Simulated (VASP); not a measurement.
Given:

```xyz
1
Lattice="0.0000 2.7995 2.7995 2.7995 0.0000 2.7995 2.7995 2.7995 0.0000" Properties=species:S:1:pos:R:3 pbc="T T T"
Yb     0.0000     0.0000     0.0000
```

The numbers are results of r2SCAN meta-GGA, VASP's PBE PAW potentials (set 64) (plane waves; VASP), not measurements. Run with 480 eV cut-off, 12×12×12 Γ-centred mesh, first-order Methfessel-Paxton smearing of 0.10 eV, potentials Yb_2.

The 4f electrons are frozen in the core of the lanthanide potential, so 4f levels, which can set the real gap, and their magnetism are missing.

Question: Give the stress tensor in GPa (positive for a compressed cell).

Answer: 
```
-1.48   0.00   0.00
 0.00  -1.48   0.00
 0.00   0.00  -1.48
```
The pressure is its mean diagonal, -1.48 GPa.

The compound is Yb in the fcc structure. This cell was strained or had an atom moved on purpose.
